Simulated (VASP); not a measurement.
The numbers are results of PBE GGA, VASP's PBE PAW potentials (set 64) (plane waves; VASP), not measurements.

Input for VASP

### POSCAR
```
V
1
   -2.3664030000     2.3664030000     1.2911380000
    2.3664030000    -2.3664030000     1.2911380000
    2.3664030000     2.3664030000    -1.2911380000
V
2
Direct
  0.7500000000   0.2500000000   0.5000000000
  0.0000000000   0.0000000000   0.0000000000
```

### INCAR
```
SYSTEM = V
PREC = Accurate; ENCUT = 400; LREAL = .FALSE.
LASPH = .TRUE.
EDIFF = 1E-2; NELM = 100; ALGO = Normal
LMAXMIX = 4
ISMEAR = 1; SIGMA = 0.1
GGA = PE
ISPIN = 2; MAGMOM = 2*2.0
ISIF = 2
LWAVE = .FALSE.; LCHARG = .FALSE.; LORBIT = 10
```

### KPOINTS
```
Automatic mesh
0
G
14 14 14
```

POTCAR, in this order: V_sv (PBE.64 set). Program: vasp_std.

What VASP printed:

**OSZICAR**
```
       N       E                     dE             d eps       ncg     rms          rms(c)
DAV:   1     0.258282395885E+03    0.25828E+03   -0.13463E+04 18624   0.133E+03
DAV:   2    -0.101334420234E+02   -0.26842E+03   -0.26371E+03 18877   0.451E+02
DAV:   3    -0.179073284143E+02   -0.77739E+01   -0.75848E+01 22169   0.884E+01
DAV:   4    -0.180153597178E+02   -0.10803E+00   -0.10733E+00 20811   0.975E+00
DAV:   5    -0.180164664472E+02   -0.11067E-02   -0.11065E-02 17009   0.110E+00    0.254E+01
DAV:   6    -0.168675976225E+02    0.11489E+01   -0.10699E+01 19872   0.307E+01    0.480E+00
DAV:   7    -0.169954236264E+02   -0.12783E+00   -0.52735E-01 20364   0.655E+00    0.387E+00
DAV:   8    -0.170204390457E+02   -0.25015E-01   -0.17376E-02 12445   0.161E+00    0.142E+00
DAV:   9    -0.170232946145E+02   -0.28556E-02   -0.13044E-02  9564   0.126E+00
   1 F= -.17023295E+02 E0= -.17023486E+02  d E =0.574497E-03  mag=    -0.0722
```

**OUTCAR**
```
------------------------ aborting loop because EDIFF is reached ----------------------------------------
  FORCE on cell =-STRESS in cart. coord.  units (eV):
  Direction    XX          YY          ZZ          XY          YZ          ZX
  --------------------------------------------------------------------------------------
  Total       -1.1479347     -1.1479347     -0.6527084      0.0000000     -0.0000000      0.0000000
  in kB      -63.5942301    -63.5942301    -36.1592728      0.0000000     -0.0000000      0.0000000
  external PRESSURE =     -54.4492443 kB  Pullay stress =       0.0000000 kB
  volume of cell :       28.92
      direct lattice vectors                 reciprocal lattice vectors
    -2.366403000  2.366403000  1.291138000     0.000000000  0.211291145  0.387255274
     2.366403000 -2.366403000  1.291138000     0.211291145  0.000000000  0.387255274
     2.366403000  2.366403000 -1.291138000     0.211291145  0.211291145  0.000000000
 POSITION                                       TOTAL-FORCE (eV/Angst)
 -----------------------------------------------------------------------------------
      0.00000      2.36640      0.64557        -0.000000     -0.000000      0.000000
      0.00000      0.00000      0.00000         0.000000      0.000000     -0.000000
 -----------------------------------------------------------------------------------
    total drift:                                0.000000      0.000000     -0.000000
  FREE ENERGIE OF THE ION-ELECTRON SYSTEM (eV)
  ---------------------------------------------------
  free  energy   TOTEN  =       -17.0232946145 eV

  energy  without entropy=      -17.0238691119  energy(sigma->0) =      -17.02348611

 total charge

# of ion       s       p       d       tot
------------------------------------------
    1        2.330   6.180   3.155  11.665
    2        2.330   6.180   3.155  11.665
--------------------------------------------------
tot          4.660  12.360   6.309  23.329

 magnetization (x)

# of ion       s       p       d       tot
------------------------------------------
    1        0.000  -0.000  -0.001  -0.001
    2        0.000  -0.000  -0.001  -0.001
--------------------------------------------------
tot          0.000  -0.000  -0.001  -0.001
```
(Selected blocks of OUTCAR.)

The structure was generated: V was put into the beta-Sn type (I4_1/amd), which need not be its known phase. The cell was not relaxed at this level. The run is one of a series of settings (EDIFF = 1E-2 against the base run), some of them coarse on purpose.
